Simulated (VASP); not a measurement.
SiC:

```
CELL_PARAMETERS angstrom
3.07600 0.00000 0.00000
-1.53800 2.66389 0.00000
0.00000 0.00000 5.04800
ATOMIC_POSITIONS crystal
Si 0.33333 0.66667 0.00000
Si 0.66667 0.33333 0.50000
C 0.33333 0.66667 0.38500
C 0.66667 0.33333 0.88500
```

```yaml
Program: VASP 6.6.1
Task: relaxation of cell and atoms
Functional: LDA
Potentials_or_basis: VASP PAW LDA potentials, release 64 (Si, C)
Cutoff: 520 eV
k_mesh: 12 × 12 × 6
Occupations: gaussian, width 0.02 eV
Spin: no spin polarisation
```

At the start: pressure -3.6 GPa; volume 10.34 Å³/atom.

How do energy, volume and symmetry change on relaxing?

Over 8 steps the energy falls by 11.0 meV/atom and the volume is 10.16 Å³/atom (-1.7 %); space group P6_3mc (No. 186, to 0.05 Å).

The path:
```csv
step,energy change (eV),largest force (eV/Å),pressure (GPa),volume (Å³)
1,0.0000,0.7345,-3.58,41.36
2,-0.0076,0.6649,4.05,39.99
3,-0.0412,0.0765,0.19,40.61
4,-0.0412,0.0608,0.27,40.60
5,-0.0438,0.0132,0.17,40.62
6,-0.0439,0.0025,0.19,40.62
7,-0.0439,0.0019,-0.16,40.68
8,-0.0439,0.0001,0.00,40.65
```

Final structure:
```
Si C
1.0
     3.05809    0.00000    0.00000
    -1.52904    2.64838    0.00000
     0.00000    0.00000    5.01908
Si C
2 2
Direct
  0.33333 0.66667 0.00460
  0.66667 0.33333 0.50460
  0.33333 0.66667 0.38040
  0.66667 0.33333 0.88040
```
